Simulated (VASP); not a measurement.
Data:

```xyz
2
Lattice="2.8913 0.0000 0.0000 0.0000 2.8913 0.0000 0.0000 0.0000 2.8913" Properties=species:S:1:pos:R:3 pbc="T T T"
Zn     1.4457     1.4457     1.4457
Cu     0.0000     0.0000     0.0000
```

Method: PBE GGA, VASP's PBE PAW potentials (set 64) (plane waves; VASP 6.6.1). Settings: 300 eV cut-off, 8×8×8 Γ-centred mesh, Gaussian smearing of 0.10 eV, potentials Zn Cu.

At this cut-off the stress carries a Pulay error, which pulls relaxed volumes low.

Question: Give the stress tensor in GPa (positive for a compressed cell).

Answer: 
```
9.64  0.00  0.00
0.00  9.64  0.00
0.00  0.00  9.64
```
The pressure is its mean diagonal, 9.64 GPa.

The structure comes from a computed database's ZnCu entry; how it stands against other phases isn't given here. The cell was not relaxed at this level. The electron count is odd and the run is not spin-polarised, which forces a metal.
